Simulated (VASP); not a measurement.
**RhAl (relaxed from the rock salt structure, space group Fm-3m): computed properties**

Calculation: PBE GGA, VASP's PBE PAW potentials (set 64) (plane waves; VASP).

```json
{
  "space_group": "Fm-3m (225)",
  "cell": "a = b = c = 4.9937 Å, α = β = γ = 90.00°",
  "volume_per_atom": "15.57 Å³/atom",
  "band gap (over mesh and band path)": "none (metal, semimetal or under 0.01 eV)",
  "density": "6.93 g/cm³"
}
```

```
AlRh
1.0
    0.00000     2.49684     2.49684
    2.49684     0.00000     2.49684
    2.49684     2.49684     0.00000
Rh Al
1 1
Cartesian
  0.00000   0.00000   0.00000
  2.49684   2.49684   2.49684
```

The structure was generated: RhAl was put into the rock salt type (Fm-3m), which need not be its known phase. It was relaxed first, which changed the volume by -32 %. Symmetry was kept, so distortions that lower it aren't found.
